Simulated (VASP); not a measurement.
VASP input:

File KPOINTS:
```
Automatic mesh
0
Gamma
10 10 5
0 0 0
```

**INCAR**
```
ALGO=Normal
EDIFF=1E-6
EDIFFG=-0.02
ENCUT=620
GGA=PS
IBRION=2
ISIF=3
ISMEAR=0
LASPH=T
LCHARG=F
LREAL=F
LWAVE=F
NELM=100
NSW=40
PREC=Accurate
PSTRESS=50
SIGMA=0.05
SYSTEM=BN
```

### POSCAR
```
BN
1
    2.5423633099     0.0000000000     0.0000000000
   -1.2711816549     2.2017510086     0.0000000000
    0.0000000000     0.0000000000     4.2047845267
B N
2 2
Direct
  0.3333330000   0.6666670000   0.0002824111
  0.6666670000   0.3333330000   0.5002824111
  0.3333330000   0.6666670000   0.3747175889
  0.6666670000   0.3333330000   0.8747175889
```

POTCAR, in this order: B N (PBE.64 set). Program: vasp_std.

Task: Write an equivalent input for Ansatz.

Result: One equivalent input (not run):
Ansatz 0.2 input:
```yaml
crystal:
  lattice:
    - [2.5423633, 0.0000000, 0.0000000]
    - [-1.2711817, 2.2017510, 0.0000000]
    - [0.0000000, 0.0000000, 4.2047845]
  atoms:
    - { symbol: B, position: [0.3333330, 0.6666670, 0.0002824] }
    - { symbol: B, position: [0.6666670, 0.3333330, 0.5002824] }
    - { symbol: N, position: [0.3333330, 0.6666670, 0.3747176] }
    - { symbol: N, position: [0.6666670, 0.3333330, 0.8747176] }
kpoints:
  mp_grid: { grid: [10, 10, 5] }
hamiltonian:
  xc: pbesol
  pseudopotentials: { kind: paw }
scf:
  occupations: { method: gaussian, width: 0.05 }
  max_iter: 100
relax:
  max_steps: 40
  f_tol: 0.02
  cell: { p_target: 5 }
output: { forces: true, stress: true, eigenvalues: true }
```
The two are equivalent in intent, not identical: each code has its own PAW files, so the cut-off isn't converted (ENCUT is set for VASP's; basis.ecutwfc is left out, and Ansatz then takes the one that its files recommend); Ansatz stops its SCF on the density residual and VASP on the energy change (EDIFF).

The structure was generated: BN was put into the wurtzite type (P6_3mc), which need not be its known phase. This run relaxes it under an external pressure of 5 GPa. Symmetry was kept, so distortions that lower it aren't found.
